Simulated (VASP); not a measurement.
Data:

```xyz
2
Lattice="1.3757 -2.3828 0.0000 1.3757 2.3828 0.0000 0.0000 0.0000 4.9989" Properties=species:S:1:pos:R:3 pbc="T T T"
Zn     1.3757     0.7943     1.2497
Zn     1.3757    -0.7943     3.7492
```

These are PBE GGA, VASP's PBE PAW potentials (set 64) (plane waves; VASP 6.6.1) values and carry that method's errors. Numerical set-up: 480 eV cut-off, 14×14×8 Γ-centred mesh, first-order Methfessel-Paxton smearing of 0.10 eV, potentials Zn.

**Question.** Give the stress tensor in GPa (positive for a compressed cell).

**Answer.** 
```
-5.12   0.00   0.00
 0.00  -5.12   0.00
 0.00   0.00  -4.22
```
The pressure is its mean diagonal, -4.82 GPa.

The compound is Zn in the hcp structure. This cell was strained or had an atom moved on purpose.
